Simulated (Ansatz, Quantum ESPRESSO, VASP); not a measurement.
## HfNi (P1, 4 atoms in the cell) computed with different codes at matched settings

Self-consistent single point.

```
HfNi
1.0
    1.60093    -4.91694     0.00000
    1.60093     4.91694     0.00000
    0.00000     0.00000     4.03489
Hf Ni
2 2
Direct
  0.85959   0.13978   0.74521
  0.14608   0.86198   0.24918
  0.57669   0.40886   0.75596
  0.41764   0.58938   0.24965
```

Shared settings, as Ansatz (an electronic-structure program) writes them: kpoints.mp_grid.grid = 4 4 3; scf.occupations.method = fermi_dirac; scf.occupations.width = 0.1 eV. Potentials and cutoffs stand in the table.

```tsv
code	model	pressure (GPa)	largest force (eV/Å)	cutoff
VASP	PBEsol, VASP's PBE PAW potentials (set 64)	-3.16	0.299	300 eV
Quantum ESPRESSO	PBEsol, GBRV 1.5 ultrasoft (PBESOL) pseudopotentials	-2.29	0.297	50 Ry
Ansatz	PBEsol, PAW files made with PBE	-2.12	0.303	default
```

Size of the force on each atom (eV/Å): Sizes of forces hide their directions.

```json
[
 {"code": "VASP", "Hf1": "0.178", "Hf2": "0.299", "Ni3": "0.289", "Ni4": "0.234"},
 {"code": "Quantum ESPRESSO", "Hf1": "0.175", "Hf2": "0.296", "Ni3": "0.297", "Ni4": "0.240"},
 {"code": "Ansatz", "Hf1": "0.168", "Hf2": "0.286", "Ni3": "0.303", "Ni4": "0.255"}
]
```

On Ansatz's run: spin-orbit coupling is off. Spin polarisation is off.

The spread over the programs that give each value: pressure within 1.04 GPa; largest force within 0.006 eV/Å.

Ansatz's pressure is given at a fixed set of plane waves, as the other plane-wave codes print theirs; with its correction for the finite basis it is -2.05 GPa.

On the base mesh (6 6 5) the same programs gave: Quantum ESPRESSO pressure -2.02 GPa; Ansatz pressure -1.85 GPa; VASP pressure -2.97 GPa.

VASP's run is marked for a possible Pulay error in its stress at this cutoff; no cutoff test was made.

The starting cell comes from a database of computed structures (which also holds hypothetical and non-ambient phases and stackings), without a prior relaxation at this level. Its atoms were displaced at random from the sites of space group no. 63.

Left out of this page: GPAW, FLEUR and SIESTA (not drawn, or without a comparable value); CP2K (on another mesh).

Keys are those of Ansatz 0.2.
